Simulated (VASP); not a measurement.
An input for Quantum ESPRESSO's pw.x (written as the equivalent of a VASP run, and not itself run):

```
&CONTROL
  calculation = 'scf'
  pseudo_dir = './pseudo'
  outdir = './out'
  tprnfor = .true.
  tstress = .true.
/
&SYSTEM
  ibrav = 0
  nat = 4
  ntyp = 2
  ecutwfc = 82
  occupations = 'tetrahedra'
  input_dft = 'pbe'
  vdw_corr = 'grimme-d3'
  dftd3_version = 3
  dftd3_threebody = .false.
/
&ELECTRONS
  conv_thr = 7.3e-09
  electron_maxstep = 100
/
ATOMIC_SPECIES
  Si 28.085 Si.upf
  C 12.011 C.upf
CELL_PARAMETERS angstrom
     1.5407707   -2.6686930    0.0000000
     1.5407707    2.6686930    0.0000000
     0.0000000    0.0000000    5.0589624
ATOMIC_POSITIONS crystal
  Si   0.6666670  0.3333330  0.4995660
  Si   0.3333330  0.6666670  0.9995660
  C    0.6666670  0.3333330  0.8754340
  C    0.3333330  0.6666670  0.3754340
K_POINTS automatic
  9 9 5 0 0 0
```

Q: Translate this input to VASP (INCAR, KPOINTS, POSCAR, choice of POTCAR).

A: One answer among several that fit: 
**INCAR**
```
ALGO  =  Normal
EDIFF  =  1E-7
ENCUT  =  520
GGA  =  PE
ISIF  =  2
ISMEAR  =  -5
IVDW  =  11
LASPH  =  .TRUE.
LCHARG  =  .TRUE.
LEFG  =  .TRUE.
LORBIT  =  11
LREAL  =  .FALSE.
LWAVE  =  .FALSE.
NEDOS  =  601
NELM  =  100
PREC  =  Accurate
SYSTEM  =  SiC
```

### KPOINTS
```
Automatic mesh
0
Gamma
  9 9 5
0 0 0
```

File POSCAR:
```
SiC
5.0589620
  0.3045626233  -0.5275178894   0.0000000000
  0.3045626233   0.5275178894   0.0000000000
  0.0000000000   0.0000000000   1.0000000873
Si C
2 2
Cartesian
  0.3045626233  -0.1758396481   0.4995660449
  0.3045626233   0.1758396481   0.9995660885
  0.3045626233  -0.1758396481   0.8754340751
  0.3045626233   0.1758396481   0.3754340315
```

POTCAR, in this order: Si C (PBE.64 set). Program: vasp_std.

The two are equivalent in intent, not identical: the potentials are each code's own (VASP's PAW set, PseudoDojo norm-conserving files in pw.x), so ENCUT and ecutwfc are chosen apart and not converted; conv_thr bounds pw.x's estimated SCF error, while EDIFF bounds the energy change between steps; the field gradients of LEFG aren't asked of the other code.

The compound is SiC in the wurtzite structure, the rare 2H polytype. It was relaxed first.
